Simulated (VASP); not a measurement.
**Adsorption sites of H on Ta(100)**

Where does H sit on Ta(100), and how strongly does it bind?

Calculated with VASP 6.6.1; PBE; plane waves and PAW (Ta), in the first sound run; inputs show where later runs differ.

## 1. The starting structure

Symmetry: Im-3m, No. 229, cubic system. Conventional cell: a = 3.310 Å, b = 3.310 Å, c = 3.310 Å, α = 90.00°, β = 90.00°, γ = 90.00°. Nearest to Ta lie 8 Ta at 2.87 Å.

## 2. The bulk reference, job relaxation, k-mesh 16×16×16

The bulk crystal is relaxed first, so that the slabs are cut at this functional's lattice.

INCAR reads:

```
SYSTEM = Ta
PREC = Accurate
ENCUT = 420
EDIFF = 1E-06
NELM = 120
ISMEAR = 1
SIGMA = 0.15
LREAL = .FALSE.
ALGO = Normal
GGA = PE
NBANDS = 8
LASPH = .TRUE.
LORBIT = 11
LWAVE = .FALSE.
LCHARG = .FALSE.
KPAR = 4
IBRION = 2
NSW = 30
ISIF = 3
EDIFFG = -0.01
POTIM = 0.4
```

POSCAR reads:

```
Ta
1.0
   -1.6550000000      1.6550000000      1.6550000000
    1.6550000000     -1.6550000000      1.6550000000
    1.6550000000      1.6550000000     -1.6550000000
Ta
1
Direct
    0.0000000000      0.0000000000      0.0000000000
```

KPOINTS reads:

```
Automatic mesh
0
Gamma
16 16 16
0 0 0
```

Potentials, in the order of the species: Ta (PBE family, release 64).

On the command line:

```sh
$ mpirun -np 4 vasp_std
```

Output:

```text
[banner, memory and clock lines left out]
running    4 mpi-ranks, on    1 nodes
 distrk:  each k-point on    1 cores,    4 groups
 distr:  one band on    1 cores,    1 groups

 POSCAR found type information on POSCAR Ta
 POSCAR found :  1 types and       1 ions
 LDA part: xc-table for (Slater+PW92), standard interpolation
 POSCAR, INCAR and KPOINTS ok, starting setup
 FFT: planning ... GRIDC
 FFT: planning ... GRID_SOFT
 FFT: planning ... GRID
 WAVECAR not read
 entering main loop
       N       E                     dE             d eps       ncg     rms          rms(c)
DAV:   1    -0.376959091825E+01   -0.37696E+01   -0.17228E+03  2408   0.379E+02
DAV:   2    -0.123198318220E+02   -0.85502E+01   -0.81552E+01  3448   0.577E+01
DAV:   3    -0.123553841783E+02   -0.35552E-01   -0.35451E-01  2568   0.503E+00
DAV:   4    -0.123554070470E+02   -0.22869E-04   -0.22869E-04  3672   0.102E-01
DAV:   5    -0.123554070524E+02   -0.53472E-08   -0.51780E-08  2624   0.110E-03    0.133E+01
DAV:   6    -0.120157517536E+02    0.33966E+00   -0.20935E-01  3032   0.259E+00    0.662E+00
DAV:   7    -0.118599947305E+02    0.15576E+00   -0.30663E-01  2984   0.303E+00    0.460E-01
DAV:   8    -0.118593336408E+02    0.66109E-03   -0.10703E-03  3128   0.268E-01    0.113E-01
DAV:   9    -0.118591051906E+02    0.22845E-03   -0.34438E-04  3048   0.947E-02    0.272E-02
DAV:  10    -0.118591011829E+02    0.40078E-05   -0.16288E-05  3248   0.251E-02    0.184E-02
DAV:  11    -0.118591002822E+02    0.90070E-06   -0.70969E-07  2184   0.527E-03
   1 F= -.11859100E+02 E0= -.11858693E+02  d E =-.118591E+02
 curvature:   0.00 expect dE= 0.000E+00 dE for cont linesearch  0.000E+00
 trial: gam= 0.00000 g(F)=  0.597E-64 g(S)=  0.164E-06 ort = 0.000E+00 (trialstep = 0.100E+01)
 search vector abs. value=  0.164E-06
 reached required accuracy - stopping structural energy minimisation
```

Wall time 3.8 s (4 MPI ranks of Intel Xeon 6975P-C (Granite Rapids), shared host); peak memory 0.51 GiB; 12 s of CPU time.

The logs omit lines about the potential files and the build; timing stands in the text.

Parts of OUTCAR (step 2):

```text
ion  position               nearest neighbor table
   1  0.000  0.000  0.000-

  LATTYP: Found a body centered cubic cell.
 ALAT       =     3.3100000000

 Subroutine GETGRP returns: Found 48 space group operations
 (whereof 48 operations were pure point group operations)

The static configuration has the point symmetry O_h .

 Found    145 irreducible k-points:

   k-points           NKPTS =    145   k-points in BZ     NKDIM =    145   number of bands    NBANDS=      8

   dimension x,y,z NGX =    20 NGY =   20 NGZ =   20
   dimension x,y,z NGXF=    40 NGYF=   40 NGZF=   40

   ENCUT  =  420.0 eV  30.87 Ry    5.56 a.u.   4.79  4.79  4.79*2*pi/ulx,y,z

   NELECT =       5.0000    total number of electrons

 k-points in reciprocal lattice and weights: Automatic mesh
   0.00000000  0.00000000  0.00000000       0.000
   0.06250000  0.00000000  0.00000000       0.003
   0.12500000  0.00000000  0.00000000       0.003
   0.18750000  0.00000000  0.00000000       0.003
   0.25000000  0.00000000  0.00000000       0.003
   0.31250000  0.00000000  0.00000000       0.003
   0.37500000  0.00000000  0.00000000       0.003
   0.43750000  0.00000000  0.00000000       0.003
   0.50000000  0.00000000  0.00000000       0.001
[...]
0.50000000  0.50000000  0.43750000       0.003
   0.50000000  0.50000000  0.50000000       0.000

 average (electrostatic) potential at core
       1 -35.0420

 E-fermi :   5.6777

 k-point     1 :       0.0000    0.0000    0.0000
  band No.  band energies     occupation
      1      -2.1788      2.00000
      2       6.4299     -0.00000
      3       6.4299     -0.00000
      4       6.4299     -0.00000
      5       9.6753      0.00000
      6       9.6753      0.00000
    ...

 k-point     2 :       0.0625    0.0000    0.0000
  band No.  band energies     occupation
      1      -2.0092      2.00000
      2       6.3173     -0.00000
      3       6.3972     -0.00000
      4       6.5992     -0.00000
      5       9.4931      0.00000
      6       9.6756      0.00000
    ...

 k-point     3 :       0.1250    0.0000    0.0000
  band No.  band energies     occupation
      1      -1.5205      2.00000
      2       6.0136     -0.00684
      3       6.2520     -0.00000
      4       7.1006     -0.00000
      5       9.1479      0.00000
      6       9.6885      0.00000
    ...

  Total        0.0011893      0.0011893      0.0011893      0.0000000      0.0000000     -0.0000000
  in kB        0.1050910      0.1050910      0.1050910      0.0000000      0.0000000     -0.0000000
  external PRESSURE =       0.1050910 kB  Pullay stress =       0.0000000 kB

  energy-cutoff  :      420.00
  volume of cell :       18.13
      direct lattice vectors                 reciprocal lattice vectors
    -1.655000000  1.655000000  1.655000000     0.000000000  0.302114804  0.302114804
     1.655000000 -1.655000000  1.655000000     0.302114804  0.000000000  0.302114804
     1.655000000  1.655000000 -1.655000000     0.302114804  0.302114804  0.000000000

 POSITION                                       TOTAL-FORCE (eV/Angst)
 -----------------------------------------------------------------------------------
      0.00000      0.00000      0.00000         0.000000      0.000000     -0.000000
 -----------------------------------------------------------------------------------
    total drift:                                0.000000      0.000000     -0.000000

  FREE ENERGIE OF THE ION-ELECTRON SYSTEM (eV)
  ---------------------------------------------------
  free  energy   TOTEN  =       -11.8591002822 eV

  energy  without entropy=      -11.8578771876  energy(sigma->0) =      -11.85869258

 reached required accuracy - stopping structural energy minimisation

 total charge
# of ion       s       p       d       tot
------------------------------------------
    1        0.710   0.708   3.330   4.748

[... 3 further parts left out ...]
```

This run has no spin polarisation. Its electron count is odd, so without a moment it is a metal by construction. The data set Ta keeps the semicore shell frozen, which is cheaper and a little less accurate. The run keeps the 48 symmetry operations of its start, so it cannot find a distortion of lower symmetry.

Little changed from the start: no atom moved by 0.005 Å and no cell edge by 0.1 %.

Numbers from this step:

```yaml
electronic_cycles: 11
electrons: 5
free_energy_toten: -11.86 eV
energy_at_zero_smearing: -11.86 eV
fermi_energy: 5.678 eV
metallic: yes
```

The start already met the threshold, so nothing moved.

Energy at zero smearing: -11.85869 eV.

## 3. The bulk reference, job self-consistent run, k-mesh 20×20×20

INCAR reads:

```
SYSTEM = Ta
PREC = Normal
ENCUT = 320
EDIFF = 1E-06
NELM = 120
ISMEAR = 1
SIGMA = 0.15
LREAL = .FALSE.
ALGO = Fast
GGA = PE
NBANDS = 8
LASPH = .TRUE.
LORBIT = 11
LWAVE = .FALSE.
LCHARG = .FALSE.
KPAR = 4
```

POSCAR is that of step 2.

KPOINTS reads:

```
Automatic mesh
0
Gamma
20 20 20
0 0 0
```

On the command line:

```sh
$ mpirun -np 4 vasp_std
```

Output:

```text
[... set-up lines as in an earlier step ...]
 entering main loop
       N       E                     dE             d eps       ncg     rms          rms(c)
DAV:   1    -0.677233126657E+01   -0.67723E+01   -0.14203E+03  4472   0.295E+02
DAV:   2    -0.123332091341E+02   -0.55609E+01   -0.53072E+01  5928   0.453E+01
DAV:   3    -0.123531981311E+02   -0.19989E-01   -0.19972E-01  4680   0.361E+00
DAV:   4    -0.123532127270E+02   -0.14596E-04   -0.14596E-04  6424   0.710E-02
[...]
RMM:  12    -0.118610921076E+02   -0.20071E-05   -0.24546E-05  5021   0.187E-02    0.278E-02
RMM:  13    -0.118610931931E+02   -0.10855E-05   -0.52812E-06  4463   0.114E-02    0.181E-02
RMM:  14    -0.118610933750E+02   -0.18186E-06   -0.16055E-06  3487   0.432E-03
   1 F= -.11861093E+02 E0= -.11861201E+02  d E =0.322821E-03
```

Run time: 3.4 s. Hardware: 4 MPI ranks; peak memory 0.47 GiB; 11 s of CPU time.

From OUTCAR (step 3):

```text
  Total       -0.0573872     -0.0573872     -0.0573872      0.0000000      0.0000000     -0.0000000
  in kB       -5.0707431     -5.0707431     -5.0707431      0.0000000      0.0000000     -0.0000000
  external PRESSURE =      -5.0707431 kB  Pullay stress =       0.0000000 kB

 POSITION                                       TOTAL-FORCE (eV/Angst)
 -----------------------------------------------------------------------------------
      0.00000      0.00000      0.00000         0.000000      0.000000      0.000000
 -----------------------------------------------------------------------------------
    total drift:                               -0.000000     -0.000000     -0.000000

  FREE ENERGIE OF THE ION-ELECTRON SYSTEM (eV)
  ---------------------------------------------------
  free  energy   TOTEN  =       -11.8610933750 eV

  energy  without entropy=      -11.8614161959  energy(sigma->0) =      -11.86120098

[... 3 further parts left out ...]
[key lines of the parts left out:]
E-fermi :   5.6765
```

This step gave:

| Item | Value |
| --- | --- |
| electronic cycles | 14 |
| Fermi energy | 5.676 eV |

Energy at zero smearing: -11.86120 eV.

The run ends at a pressure of -0.51 GPa.

(Part 1 of 6 ends here.)

[Lines on the potential files, build, host, timing and source positions are cut from VASP's logs without a mark.]

[Logs are printed without paths, hosts, clocks, repeated set-up lines and the standing remarks that a program may print on its own settings, such as how far it seeks lower states.]

[Hosts, paths, dates, database ids (printed as entryN), source tags and the programs' standing remarks are cut or masked in the printed files.]

[Runs that stopped without an error message from VASP are left out.]
